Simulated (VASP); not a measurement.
Computed with PBEsol GGA, VASP's PBE PAW potentials (set 64) (plane waves; VASP).

The input files of a VASP run:

**KPOINTS**
```
Automatic mesh
0
Gamma
3 3 6
0 0 0
```

INCAR:
```
# general
SYSTEM  = AlGa3Sb4
PREC    = Accurate
ENCUT   = 400
LREAL   = .FALSE.
LASPH   = .TRUE.

# electronic loop
EDIFF   = 1E-6
NELM    = 100
ALGO    = Normal
LMAXMIX = 4

# smearing
ISMEAR  = 0
SIGMA   = 0.05

# functional
GGA     = PS

# ions
IBRION  = 2
NSW     = 60
ISIF    = 3
EDIFFG  = -0.02

# output
LWAVE   = .FALSE.
LCHARG  = .FALSE.
```

File POSCAR:
```
AlGa3Sb4
1
    0.0058809959     6.1314486708     6.1103165768
    6.1314486708     0.0058809959     6.1103165768
    3.0686648333     3.0686648333     0.0000000000
Ga Sb Al
3 4 1
Direct
  0.9998752155   0.9998752155   0.0002495690
  0.9998526379   0.5001126267   0.0000347354
  0.5001126267   0.9998526379   0.0000347354
  0.1250500566   0.1250500566   0.2498998868
  0.1240338939   0.6253508518   0.2506152542
  0.6253508518   0.1240338939   0.2506152542
  0.6255874301   0.6255874301   0.2488251398
  0.5001372875   0.5001372875   0.9997254251
```

POTCAR, in this order: Ga_d Sb Al (PBE.64 set). Program: vasp_std.

What VASP printed:

OUTCAR:
```
 ion  position               nearest neighbor table
   1  1.000  1.000  0.000-   5 2.65   6 2.65   4 2.65   4 2.65
   2  1.000  0.500  0.000-   7 2.65   4 2.65   5 2.65   5 2.65
   3  0.500  1.000  0.000-   7 2.65   4 2.65   6 2.65   6 2.65
   4  0.125  0.125  0.250-   2 2.65   3 2.65   1 2.65   1 2.65
   5  0.124  0.625  0.251-   1 2.65   2 2.65   2 2.65   8 2.66
   6  0.625  0.124  0.251-   1 2.65   3 2.65   3 2.65   8 2.66
   7  0.626  0.626  0.249-   2 2.65   3 2.65   8 2.66   8 2.66
   8  0.500  0.500  1.000-   7 2.66   7 2.66   5 2.66   6 2.66
  LATTYP: Found a base centered orthorhombic cell.
 ALAT       =     8.6628608831
 B/A-ratio  =     1.4106925320
 C/A-ratio  =     0.5009600736
 Subroutine PRICEL returns:
 Original cell was already a primitive cell.
 Subroutine GETGRP returns: Found  4 space group operations
The static configuration has the point symmetry C_2v.
The dynamic configuration has the point symmetry C_2v.
 Subroutine INISYM returns: Found  4 space group operations
 Subroutine IBZKPT returns following result:
 Found     16 irreducible k-points:

 Following reciprocal coordinates:
            Coordinates               Weight
  0.000000  0.000000  0.000000      1.000000
...
```

**OSZICAR**
```
       N       E                     dE             d eps       ncg     rms          rms(c)
DAV:   1     0.404766001639E+03    0.40477E+03   -0.23361E+04  1197   0.162E+03
DAV:   2     0.192528437887E+02   -0.38551E+03   -0.37531E+03  1332   0.405E+02
DAV:   3    -0.309381035695E+02   -0.50191E+02   -0.47945E+02  1390   0.128E+02
DAV:   4    -0.335404103509E+02   -0.26023E+01   -0.25695E+01  1398   0.293E+01
DAV:   5    -0.336280187015E+02   -0.87608E-01   -0.87350E-01  1662   0.522E+00    0.652E+00
DAV:   6    -0.333058907602E+02    0.32213E+00   -0.45962E-01  1710   0.743E+00    0.387E+00
DAV:   7    -0.331910866382E+02    0.11480E+00   -0.31019E-01  1334   0.309E+00    0.617E-01
DAV:   8    -0.331922580810E+02   -0.11714E-02   -0.39495E-02  1352   0.210E+00    0.224E-01
DAV:   9    -0.331931794187E+02   -0.92134E-03   -0.46738E-03  1489   0.463E-01    0.717E-02
DAV:  10    -0.331932522676E+02   -0.72849E-04   -0.36290E-04  1432   0.305E-01    0.313E-02
DAV:  11    -0.331933235971E+02   -0.71329E-04   -0.87760E-05  1439   0.118E-01    0.157E-02
DAV:  12    -0.331933418474E+02   -0.18250E-04   -0.31348E-05  1354   0.706E-02    0.476E-03
DAV:  13    -0.331933430651E+02   -0.12177E-05   -0.61700E-06  1288   0.354E-02    0.215E-03
DAV:  14    -0.331933433395E+02   -0.27446E-06   -0.19918E-06   855   0.242E-02
   1 F= -.33193343E+02 E0= -.33193297E+02  d E =-.331933E+02
       N       E                     dE             d eps       ncg     rms          rms(c)
DAV:   1    -0.331950331953E+02   -0.16901E-02   -0.49392E-02  1273   0.130E+00    0.223E-01
DAV:   2    -0.331942590932E+02    0.77410E-03   -0.38022E-03  1442   0.670E-01    0.132E-01
DAV:   3    -0.331937170217E+02    0.54207E-03   -0.10190E-03  1439   0.283E-01    0.167E-02
DAV:   4    -0.331937524318E+02   -0.35410E-04   -0.39034E-04  1285   0.150E-01    0.931E-03
DAV:   5    -0.331937506183E+02    0.18135E-05   -0.16139E-05  1781   0.292E-02    0.477E-03
DAV:   6    -0.331937504097E+02    0.20858E-06   -0.19548E-06   993   0.152E-02
   2 F= -.33193750E+02 E0= -.33193713E+02  d E =-.407070E-03
       N       E                     dE             d eps       ncg     rms          rms(c)
DAV:   1    -0.331937527396E+02   -0.21212E-05   -0.63535E-05  1319   0.469E-02    0.806E-03
DAV:   2    -0.331937517123E+02    0.10272E-05   -0.47044E-06  1191   0.254E-02    0.476E-03
DAV:   3    -0.331937509591E+02    0.75321E-06   -0.12352E-06   716   0.112E-02
   3 F= -.33193751E+02 E0= -.33193713E+02  d E =-.407620E-03
       N       E                     dE             d eps       ncg     rms          rms(c)
DAV:   1    -0.331940360348E+02   -0.28432E-03   -0.62218E-03  1305   0.460E-01    0.918E-02
DAV:   2    -0.331939344114E+02    0.10162E-03   -0.32983E-04  1452   0.177E-01    0.548E-02
DAV:   3    -0.331938678555E+02    0.66556E-04   -0.88754E-05  1816   0.989E-02    0.407E-03
DAV:   4    -0.331938699512E+02   -0.20958E-05   -0.26095E-05  1267   0.427E-02    0.257E-03
DAV:   5    -0.331938698440E+02    0.10726E-06   -0.10583E-06   807   0.121E-02
   4 F= -.33193870E+02 E0= -.33193830E+02  d E =-.118885E-03
```

File OUTCAR:
```
------------------------ aborting loop because EDIFF is reached ----------------------------------------
  FORCE on cell =-STRESS in cart. coord.  units (eV):
  Direction    XX          YY          ZZ          XY          YZ          ZX
  --------------------------------------------------------------------------------------
  Total       -0.0137179     -0.0137179      0.0534890      0.0146132      0.0000000      0.0000000
  in kB       -0.0957260     -0.0957260      0.3732550      0.1019732      0.0000000      0.0000000
  external PRESSURE =       0.0606010 kB  Pullay stress =       0.0000000 kB
  volume of cell :      229.60
      direct lattice vectors                 reciprocal lattice vectors
    -0.000366032  6.125775799  6.118530770    -0.081617438  0.081617438  0.081718965
     6.125775799 -0.000366032  6.118530770     0.081617438 -0.081617438  0.081718965
     3.062704884  3.062704884  0.000000000     0.163254384  0.163254384 -0.163437929
 POSITION                                       TOTAL-FORCE (eV/Angst)
 -----------------------------------------------------------------------------------
      6.12541      6.12541     12.23637        -0.000000     -0.000000     -0.004386
      6.12613      9.18739      9.17819        -0.001532      0.001532     -0.004790
      9.18739      6.12613      9.17819         0.001532     -0.001532     -0.004790
      1.53135      1.53135      1.52929         0.000000      0.000000      0.004702
      4.59931      1.52610      4.58336         0.001906     -0.001906      0.002530
      1.52610      4.59931      4.58336        -0.001906      0.001906      0.002530
      4.59406      4.59406      7.65749         0.000000      0.000000      0.010464
      6.12541      6.12541      6.12052        -0.000000     -0.000000     -0.006259
 -----------------------------------------------------------------------------------
    total drift:                                0.000004      0.000004      0.000503
  FREE ENERGIE OF THE ION-ELECTRON SYSTEM (eV)
  ---------------------------------------------------
  free  energy   TOTEN  =       -33.1938698440 eV

  energy  without entropy=      -33.1937901321  energy(sigma->0) =      -33.19382999

 reached required accuracy - stopping structural energy minimisation
```
(Selected blocks of OUTCAR.)

**CONTCAR**
```
AlGa3Sb4
   1.00000000000000
    -0.0003660316084442    6.1257757989544270    6.1185307697081415
     6.1257757989544270   -0.0003660316084442    6.1185307697081415
     3.0627048836230211    3.0627048836230211    0.0000000000000674
  Ga              Sb              Al
     3     4     1
Direct
     0.9999432654240806    0.9999432654240806    0.0001134691518314
     0.9998843084029776    0.5001800394183540    0.9999356521786684
     0.5001800394183540    0.9998843084029776    0.9999356521786684
     0.1249716423716443    0.1249716423716443    0.2500567152567186
     0.1237205395307435    0.6253750863475578    0.2509043740216970
     0.6253750863475578    0.1237205395307435    0.2509043740216970
     0.6257624133718633    0.6257624133718633    0.2484751732562662
     0.5001627051327788    0.5001627051327788    0.9996745898344511
```

### OUTCAR
```
 val. band max:        4.7259864053   @ k =   0.0000   0.0000   0.0000

 cond. band min:       4.8997124270   @ k =   0.0000   0.0000   0.0000


 Fermi energy:         4.8185185445

 k-point     1 :       0.0000    0.0000    0.0000
  band No.  band energies     occupation
      1     -10.2431      2.00000
      2     -10.2265      2.00000
      3     -10.2224      2.00000
      4     -10.2026      2.00000
      5     -10.2007      2.00000
      6     -10.1992      2.00000
      7     -10.1964      2.00000
      8     -10.1887      2.00000
      9     -10.1850      2.00000
     10     -10.1666      2.00000
     11     -10.1592      2.00000
     12     -10.1586      2.00000
     13     -10.1563      2.00000
     14     -10.1546      2.00000
     15     -10.1521      2.00000
     16      -6.5976      2.00000
     17      -5.0730      2.00000
     18      -4.9488      2.00000
     19      -4.2352      2.00000
     20      -1.8923      2.00000
     21      -1.5764      2.00000
     22      -1.1749      2.00000
     23       2.2293      2.00000
     24       2.2303      2.00000
     25       3.6187      2.00000
     26       3.6206      2.00000
     27       3.6310      2.00000
     28       3.6547      2.00000
     29       4.7198      1.99479
     30       4.7241      1.99243
     31       4.7260      1.99113
     32       4.8997      0.02165
     33       5.1140      0.00000
     34       5.4242      0.00000
     35       5.8716      0.00000
     36       6.0299      0.00000
     37       7.5620      0.00000

 k-point     2 :       0.3333    0.0000    0.0000
  band No.  band energies     occupation
      1     -10.2398      2.00000
      2     -10.2268      2.00000
      3     -10.2207      2.00000
      4     -10.2029      2.00000
      5     -10.2008      2.00000
      6     -10.1992      2.00000
      7     -10.1961      2.00000
      8     -10.1908      2.00000
      9     -10.1863      2.00000
     10     -10.1648      2.00000
     11     -10.1609      2.00000
...
```

Unless said otherwise, spin-orbit coupling is left out, though it shifts the bands of the heavy elements here.

The structure was generated: AlGa3Sb4 was put into an ordered model structure (Amm2), which need not be its known phase. This run relaxes it. Symmetry was kept, so distortions that lower it aren't found. The start is the result of an earlier pass.
